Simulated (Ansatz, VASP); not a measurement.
# GaIr4 in VASP and in Ansatz

```
Ga Ir
1.0
    -2.78865    2.78865    2.78865
     2.78865   -2.78865    2.78865
     2.78865    2.78865   -2.78865
Ga Ir
1 4
Direct
  0.00000 0.00000 0.00000
  0.00000 0.50000 0.00000
  0.50000 0.50000 0.50000
  0.00000 0.00000 0.50000
  0.50000 0.00000 0.00000
```

Change from the starting cell: species swapped into the GeF4 type (I-43m, No. 217).

Alike in both runs: functional PBE; k mesh 10 × 10 × 10; occupations gaussian, width 0.1 eV; no spin polarisation.

Ansatz relaxed the structure, and its values are those at the end. VASP's run is a single point on that final structure, the one shown.

|  | VASP | Ansatz |
| --- | --- | --- |
| version | VASP 6.6.1 | Ansatz 0.2.0 |
| potentials or method | VASP PAW PBE potentials, release 64 (Ga_d, Ir) | scalar-relativistic, plane waves, PAW |
| plane-wave cutoff (eV) | 520 | 420 |
| valence electrons in the cell | 49 | 81 |

|  | VASP | Ansatz | Ansatz less VASP |
| --- | --- | --- | --- |
| gap on the k mesh at the Fermi level (eV) | none | none | - |
| pressure (GPa) | 0.5 | 0.0 | -0.49 |

A gap of «none» marks a metal or a gap that the smearing closes. The two sets of potentials don't hold the same shells in valence.

The runs have no spin-orbit coupling, so splittings on Ir are missing.
